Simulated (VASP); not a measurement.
Consider the following.

```
MgF2
1.0
    3.03568     0.00000     0.00000
    0.00000     6.51052     0.00000
    0.00000     0.00000    24.71263
F Mg
12 6
Direct
  0.00000   0.50000   0.31598
  0.00000   0.00000   0.44835
  0.50000   0.81163   0.36313
  0.50000   0.18837   0.36313
  0.00000   0.50000   0.41940
  0.00000   0.50000   0.58060
  0.50000   0.30069   0.50000
  0.50000   0.69931   0.50000
  0.00000   0.00000   0.55165
  0.50000   0.81163   0.63687
  0.50000   0.18837   0.63687
  0.00000   0.50000   0.68402
  0.00000   0.00000   0.37076
  0.50000   0.50000   0.36194
  0.00000   0.50000   0.50000
  0.50000   0.00000   0.50000
  0.00000   0.00000   0.62924
  0.50000   0.50000   0.63806
```

Level of theory: r2SCAN meta-GGA, VASP's PBE PAW potentials (set 64) (plane waves; VASP 6.6.1). Settings: PREC = Normal, LREAL = Auto, 450 eV cut-off, 7×3×1 Γ-centred mesh, Gaussian smearing of 0.050 eV, potentials F Mg.

**Question.** What does the run give for the energy per atom (σ→0)?

**Answer.** 
energy per atom (σ→0): -694.7 kJ/mol of atoms

Total energies compare only between runs with the same potentials, cut-off and functional.

The cell is a thin slab with vacuum, built from MgF2 (rutile): (110) face.
